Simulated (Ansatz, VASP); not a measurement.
## Two plane-wave programs on CsWS3

Contents of INCAR:

```
SYSTEM = CsWS3
PREC     = Accurate       ! precision mode
ENCUT    = 600            ! plane-wave cutoff, eV
EDIFF    = 1E-7           ! SCF threshold, eV
ISMEAR   = 0              ! smearing method
SIGMA    = 0.1            ! smearing width, eV
LREAL    = .False.        ! projectors in reciprocal space
LASPH    = .True.         ! aspherical terms in the spheres
NELM     = 100            ! most SCF steps
ALGO     = Normal         ! electronic algorithm
ISIF     = 3              ! what is computed and relaxed
LWAVE    = .False.        ! write WAVECAR
LCHARG   = .False.        ! write CHGCAR
GGA      = PE             ! functional
IBRION   = 2              ! ionic algorithm
NSW      = 100            ! ionic steps
EDIFFG   = -0.01          ! ionic threshold
```

The input KPOINTS:

```
Automatic mesh
0
Gamma
  8 8 8
  0 0 0
```

File POSCAR:

```
CsWS3
1.0
    4.8469738010      0.0000000000      0.0000000000
    0.0000000000      4.8469738010      0.0000000000
    0.0000000000      0.0000000000      4.8469738010
Cs W S
1 1 3
Direct
    0.5000000000      0.5000000000      0.5000000000
    0.0000000000      0.0000000000      0.0000000000
    0.5000000000      0.0000000000      0.0000000000
    0.0000000000      0.5000000000      0.0000000000
    0.0000000000      0.0000000000      0.5000000000
```

Input for Ansatz:

```yaml
crystal:
  lattice:
    - [4.846973801, 0.0, 0.0]
    - [0.0, 4.846973801, 0.0]
    - [0.0, 0.0, 4.846973801]
  atoms:
    - { symbol: Cs, position: [0.5, 0.5, 0.5] }
    - { symbol: W, position: [0.0, 0.0, 0.0] }
    - { symbol: S, position: [0.5, 0.0, 0.0] }
    - { symbol: S, position: [0.0, 0.5, 0.0] }
    - { symbol: S, position: [0.0, 0.0, 0.5] }
basis:
  ecutwfc: 420
kpoints:
  mp_grid: { grid: [8, 8, 8] }
hamiltonian:
  xc: pbe
scf:
  occupations: { method: gaussian, width: 0.1 }
output:
  forces: true
  stress: true
  eigenvalues: true
  write_density: true
  write_potential: true
  elf: true
  volumetric_format: npy
relax:
  adjacent_minimum: "off"
  f_tol: 0.01
  max_steps: 80
  cell: { stress_tol: 0.05 }
```

Alike in both runs: task relaxation of cell and atoms; functional PBE; k mesh 8 × 8 × 8; occupations gaussian, width 0.1 eV; no spin polarisation.

|  | VASP | Ansatz |
| --- | --- | --- |
| version | VASP 6.6.1 | Ansatz 0.2.0 |
| potentials or method | VASP PAW PBE potentials, release 64 (Cs_sv, W_sv, S) | scalar-relativistic, plane waves, PAW |
| plane-wave cutoff (eV) | 600 | 420 |
| valence electrons in the cell | 41 | 41 |

```tsv
	VASP	Ansatz	Ansatz less VASP
gap on the k mesh at the Fermi level, each at its own relaxed structure (eV)	none	none	-
relaxed volume (Å³/atom)	22.62	22.59	-0.033
relaxed cell length with the largest relative difference (Å)	4.836	4.834	-0.0024
```

A gap of «none» marks a metal or a gap that the smearing closes.

Spin-orbit coupling is left out, which matters for the levels of Cs, W.
